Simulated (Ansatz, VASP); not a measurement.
## One calculation of Be3ZnSe4, two programs

```xyz
8
Lattice="3.7477 0.0000 0.0000 0.0000 7.5240 0.0000 0.0000 0.0000 5.3275" Properties=species:S:1:pos:R:3 pbc="T T T"
Be    0.0000    3.7620    0.0164
Be    1.8738    5.5684    2.6647
Be    1.8738    1.9556    2.6647
Zn    0.0000    0.0000    0.0035
Se    0.0000    2.0089    1.4002
Se    0.0000    5.5151    1.4002
Se    1.8738    0.0000    3.7825
Se    1.8738    3.7620    4.0502
```

Alike in both runs: task single point; functional PBE; k mesh 4 × 2 × 4; occupations gaussian, width 0.1 eV; no spin polarisation.

```csv
,VASP,Ansatz
version,VASP 6.6.1,Ansatz 0.2.0
potentials or method,"VASP PAW PBE potentials, release 64 (Be, Zn, Se)","scalar-relativistic, plane waves, PAW"
plane-wave cutoff (eV),520,420
valence electrons in the cell,42,82
```

VASP gave:

- gap on the k mesh at the Fermi level (eV): 2.52
- least direct gap on the mesh (eV): 2.52
- pressure (GPa): 0.3
- largest component of the traceless stress (GPa): 0.39
- rms of the force components (eV/Å): 0.012

What did Ansatz give for the same quantities?

gap on the k mesh at the Fermi level (eV): 2.52; least direct gap on the mesh (eV): 2.52; pressure (GPa): 0.1; largest component of the traceless stress (GPa): 0.39; rms of the force components (eV/Å): 0.010.

Atom by atom the forces differ by 0.004 eV/Å (rms over components). The two sets of potentials don't hold the same shells in valence.

A k mesh can miss the band edges.
